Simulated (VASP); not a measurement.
Calculation: rev-vdW-DF2, VASP's PBE PAW potentials (set 64) (plane waves; VASP).

The input files of a VASP run:

### KPOINTS
```
k-points along high-symmetry lines
12
Line-mode
Reciprocal
  0.000000   0.000000   0.000000 ! GAMMA
  0.500000   0.500000   0.500000 ! T

  0.500000   0.500000   0.500000 ! T
  0.812500   0.187500   0.500000 ! H_2

  0.500000  -0.187500   0.187500 ! H_0
  0.500000  -0.000000  -0.000000 ! L

  0.500000  -0.000000  -0.000000 ! L
  0.000000   0.000000   0.000000 ! GAMMA

  0.000000   0.000000   0.000000 ! GAMMA
  0.343750  -0.343750   0.000000 ! S_0

  0.656250   0.000000   0.343750 ! S_2
  0.500000   0.000000   0.500000 ! F

  0.500000   0.000000   0.500000 ! F
  0.000000   0.000000   0.000000 ! GAMMA
```

### POSCAR
```
NiO
1.0
  4.1521227941   2.0722138308   2.0722138308
  2.0722138308   4.1521227941   2.0722138308
  2.0722138308   2.0722138308   4.1521227941
Ni O
2 2
Direct
  0.0000000000   0.0000000000   0.0000000000
  0.5000000000   0.5000000000   0.5000000000
  0.2500000000   0.2500000000   0.2500000000
  0.7500000000   0.7500000000   0.7500000000
```

**INCAR**
```
LASPH = .True.   ! aspherical one-centre terms
AGGAC = 0.0
LORBIT = 11   ! lm-projected
LWAVE = .False.
ISMEAR = 0   ! Gaussian
PARAM2 = 0.7114
GGA = MK
MAGMOM = 1.3 -1.3 0.0 0.0
PREC = Accurate
ISPIN = 2
LMAXMIX = 4
LUSE_VDW = .True.
NELM = 100   ! most electronic steps
ENCUT = 520   ! plane-wave cut-off (eV)
LCHARG = .False.
ICHARG = 11   ! fixed density
SIGMA = 0.05
SYSTEM = NiO
LREAL = .False.
ALGO = Normal   ! blocked Davidson
PARAM1 = 0.1234568
EDIFF = 1E-7
ZAB_VDW = -1.8867
```

POTCAR, in this order: Ni O (PBE.64 set). Program: vasp_std. Read from the step before: CHGCAR.

The run wrote:

File OSZICAR:
```
       N       E                     dE             d eps       ncg     rms          rms(c)
DAV:   1     0.244149581109E+03    0.24415E+03   -0.16193E+04  6824   0.217E+03
DAV:   2     0.851312302998E+01   -0.23564E+03   -0.22275E+03  7120   0.410E+02
DAV:   3    -0.147482589920E+02   -0.23261E+02   -0.21979E+02  7428   0.142E+02
DAV:   4    -0.154377057296E+02   -0.68945E+00   -0.68560E+00  7444   0.250E+01
DAV:   5    -0.154561796210E+02   -0.18474E-01   -0.18468E-01  8344   0.396E+00
DAV:   6    -0.154569330417E+02   -0.75342E-03   -0.75339E-03  8344   0.716E-01
DAV:   7    -0.154569660700E+02   -0.33028E-04   -0.33028E-04  9152   0.125E-01
DAV:   8    -0.154569668663E+02   -0.79629E-06   -0.79627E-06  7296   0.146E-02
DAV:   9    -0.154569668895E+02   -0.23249E-07   -0.23232E-07  4788   0.207E-03
   1 F= -.15456967E+02 E0= -.15456967E+02  d E =-.824202E-17  mag=     0.0000
```

### OUTCAR
```



 magnetization (x)

# of ion       s       p       d       tot
------------------------------------------
    1       -0.006  -0.014   1.232   1.212
    2        0.006   0.014  -1.232  -1.212
    3        0.000   0.000   0.000   0.000
    4        0.000   0.000   0.000   0.000
--------------------------------------------------
tot          0.000   0.000   0.000   0.000
```
(Selected blocks of OUTCAR.)

### OUTCAR
```
 val. band max:        7.4527811488   @ k =   0.2273   0.0000   0.2273

 cond. band min:       8.4878673615   @ k =   0.2500  -0.2500   0.0000



 spin component 1

 k-point     1 :       0.0000    0.0000    0.0000
  band No.  band energies     occupation
      1     -12.3303      1.00000
      2     -10.8767      1.00000
      3      -0.2452      1.00000
      4       2.3906      1.00000
      5       2.3906      1.00000
      6       5.0307      1.00000
      7       5.0307      1.00000
      8       5.0576      1.00000
      9       5.5660      1.00000
     10       5.5660      1.00000
     11       5.6502      1.00000
     12       5.9294      1.00000
     13       5.9294      1.00000
     14       6.8162      1.00000
     15       6.8162      1.00000
     16       7.1193      1.00000
     17       9.4341      0.00000
     18       9.4342      0.00000
     19       9.7782      0.00000
     20      13.7050      0.00000

 k-point     2 :       0.0455    0.0455    0.0455
  band No.  band energies     occupation
      1     -12.3240      1.00000
      2     -10.8857      1.00000
      3      -0.2247      1.00000
      4       2.3972      1.00000
      5       2.3972      1.00000
      6       4.9812      1.00000
      7       4.9812      1.00000
      8       4.9854      1.00000
      9       5.5685      1.00000
     10       5.5685      1.00000
     11       5.6828      1.00000
     12       5.9789      1.00000
     13       5.9789      1.00000
     14       6.8143      1.00000
     15       6.8143      1.00000
     16       7.1130      1.00000
     17       9.4252      0.00000
     18       9.4253      0.00000
     19       9.8186      0.00000
     20      13.7033      0.00000

 k-point     3 :       0.0909    0.0909    0.0909
  band No.  band energies     occupation
      1     -12.3053      1.00000
      2     -10.9125      1.00000
      3      -0.1638      1.00000
      4       2.4170      1.00000
...
```

The density is held fixed in this step, so its total energy and stress have no physical meaning.

The compound is NiO in the rock salt, AFM-II order structure. It was relaxed first.
